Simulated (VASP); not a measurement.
Here is a VASP 6.6.1 calculation.

The input INCAR:

```
ALGO = Normal
EDIFF = 1E-7
ENCUT = 520
GGA = PE
ISIF = 2
ISMEAR = -1
ISPIN = 2
LASPH = T
LCHARG = T
LELF = T
LMAXMIX = 4
LORBIT = 11
LREAL = F
LVHAR = T
LWAVE = F
MAGMOM = 4 0 0 0 0
NBANDS = 42
NELM = 100
PREC = Accurate
SIGMA = 0.05
```

Contents of KPOINTS:

```
k-points
0
Gamma
  8 8 8
```

Contents of POSCAR:

```
MnCd4
1.0
   -3.4072209200      3.4072209200      2.1107122400
    3.4072209200     -3.4072209200      2.1107122400
    3.4072209200      3.4072209200     -2.1107122400
Mn Cd
1 4
Direct
    0.0000000000      0.0000000000      0.0000000000
    0.5998418600      0.8010417500      0.4008836200
    0.4001581400      0.1989582500      0.5991163800
    0.8010417500      0.4001581400      0.2011998900
    0.1989582500      0.5998418600      0.7988001100
```

Potentials or basis: VASP PAW PBE potentials, release 64 (Mn_pv, Cd).

Launch:

```console
$ cat potpaw_PBE.64/Mn_pv/POTCAR potpaw_PBE.64/Cd/POTCAR > POTCAR
$ mpirun -np 1 vasp_std > vasp.out
```

Predict the pressure.

2.9 GPa.

Estimate the net moment.

3.57 μB per cell.

Predict the largest force.

0.338 eV/Å.

Forces in eV/Å, atoms in the order of the input:
```
Mn   0.000  0.000  0.000
Cd  -0.333  0.059  0.000
Cd   0.333 -0.059  0.000
Cd  -0.059 -0.333  0.000
Cd   0.059  0.333  0.000
```
